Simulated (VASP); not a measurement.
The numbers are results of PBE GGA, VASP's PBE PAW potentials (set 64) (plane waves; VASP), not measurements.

Input for VASP

**KPOINTS**
```
Automatic mesh
0
Gamma
10 10 9
0 0 0
```

File POSCAR:
```
TiB2
1
    1.5044090000    -2.6766680000     0.0000000000
    1.5044090000     2.6766680000     0.0000000000
    0.0000000000     0.0000000000     3.1769390000
Ti B
1 2
Direct
  0.0000000000   0.0000000000   0.0000000000
  0.3333330000   0.6666670000   0.5000000000
  0.6895350000   0.3562010000   0.5000000000
```

INCAR:
```
ALGO = Normal
EDIFF = 1E-6
ENCUT = 700
GGA = PE
ISIF = 2
ISMEAR = 1
LASPH = .TRUE.
LCHARG = .FALSE.
LMAXMIX = 4
LREAL = .FALSE.
LWAVE = .FALSE.
NELM = 100
PREC = Accurate
SIGMA = 0.1
SYSTEM = TiB2
```

POTCAR, in this order: Ti_sv B (PBE.64 set). Program: vasp_std.

Question: What does the run give for the energy per atom (σ→0), pressure, largest force, band gap (on the k-mesh)?

Answer: 
```
Property                                                     Value
------------------------  ----------------------------------------
energy per atom (σ→0)                               -8.119 eV/atom
band gap (on the k-mesh)  none (metal, semimetal or under 0.01 eV)
pressure                                                  1.15 GPa
largest force                                           1.347 eV/Å
```

OSZICAR:
```
...
DAV:   8    -0.243637366026E+02   -0.92826E-02   -0.17068E-01 10045   0.383E+00    0.753E-01
DAV:   9    -0.243568086658E+02    0.69279E-02   -0.71926E-02  9188   0.358E+00    0.286E-01
DAV:  10    -0.243560758886E+02    0.73278E-03   -0.49355E-03  8520   0.989E-01    0.625E-02
DAV:  11    -0.243560984408E+02   -0.22552E-04   -0.40958E-04  9691   0.265E-01    0.589E-02
DAV:  12    -0.243560731656E+02    0.25275E-04   -0.16800E-04  9112   0.178E-01    0.101E-02
DAV:  13    -0.243560721815E+02    0.98406E-06   -0.11195E-05  8305   0.449E-02    0.232E-03
DAV:  14    -0.243560721985E+02   -0.16968E-07   -0.28308E-07  4010   0.697E-03
   1 F= -.24356072E+02 E0= -.24356013E+02  d E =-.178897E-03
```

The compound is TiB2 in the AlB2 type structure. The cell was not relaxed at this level, atoms are displaced from their ideal sites. The run is one of a series of settings (ENCUT = 700 against the base run), some of them coarse on purpose.
